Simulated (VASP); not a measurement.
VASP ran on this input.

### INCAR
```
SYSTEM = LiF
PREC = Accurate
ENCUT = 520
EDIFF = 1E-6
NELM = 100
ALGO = Normal
LREAL = .FALSE.
LASPH = .TRUE.
ISMEAR = 0
SIGMA = 0.05
GGA = PE
LWAVE = .FALSE.
LCHARG = .FALSE.
ISIF = 2
NBANDS = 3
```

KPOINTS:
```
Automatic mesh
0
Gamma
9 9 9
0 0 0
```

### POSCAR
```
LiF
1
    0.0000000000     2.0150000000     2.0150000000
    2.0150000000     0.0000000000     2.0150000000
    2.0150000000     2.0150000000     0.0000000000
Li F
1 1
Direct
  0.0000000000   0.0000000000   0.0000000000
  0.5000000000   0.5000000000   0.5000000000
```

POTCAR, in this order: Li_sv F (PBE.64 set). Program: vasp_std.

The run wrote:

standard output:
```
 POSCAR found type information on POSCAR LiF
 POSCAR found :  2 types and       2 ions
 Reading from existing POTCAR
 Reading from existing POTCAR
 LDA part: xc-table for (Slater+PW92), standard interpolation

 -----------------------------------------------------------------------------
|                                                                             |
|     EEEEEEE  RRRRRR   RRRRRR   OOOOOOO  RRRRRR      ###     ###     ###     |
|     E        R     R  R     R  O     O  R     R     ###     ###     ###     |
|     E        R     R  R     R  O     O  R     R     ###     ###     ###     |
|     EEEEE    RRRRRR   RRRRRR   O     O  RRRRRR       #       #       #      |
|     E        R   R    R   R    O     O  R   R                               |
|     E        R    R   R    R   O     O  R    R      ###     ###     ###     |
|     EEEEEEE  R     R  R     R  OOOOOOO  R     R     ###     ###     ###     |
|                                                                             |
|     The number of bands is not sufficient to hold all electrons. I am       |
|     sorry, but this calculation does not make sense. If you want to         |
|     calculate only selected states, you need to set either EFERMI or        |
|     EREF. EREF specifies around which energy states are supposed to be      |
|     calculated.                                                             |
|     I found NBANDS = 3, NELECT = 10.                                        |
|                                                                             |
|       ---->  I REFUSE TO CONTINUE WITH THIS SICK JOB ... BYE!!! <----       |
|                                                                             |
 -----------------------------------------------------------------------------
```

**Question.** Read input and log: which fault does this run have?
A. EDIFFG is positive, so the stop tests the energy change and not the forces
B. LDA potentials were taken and GGA is not set, so the run is LDA and not PBE
C. NBANDS is too small to hold all electrons
D. ICHARG = 11 asks for a fixed density, but there is no CHGCAR

**Answer.** C, NBANDS is too small to hold all electrons. VASP stops with an error: The number of bands is not sufficient to hold all electrons. I am sorry, but this calculation does not make sense. If you want to calculate only selected states, you need to set either EFERMI or EREF. EREF specifies around which energy states are supposed to be calculated. I found NBANDS = 3, NELECT = 10. ----> I REFUSE TO CONTINUE WITH THIS SICK JOB ... BYE!!! <----

To mend it, remove NBANDS.

The mended run (PBE GGA, plane waves, VASP's PBE PAW potentials (set 64)) converges, and its OSZICAR ends with
```
   1 F= -.96379147E+01 E0= -.96379147E+01  d E =-.919234E-24
```

The compound is LiF in the rock salt structure. The cell was not relaxed at this level.
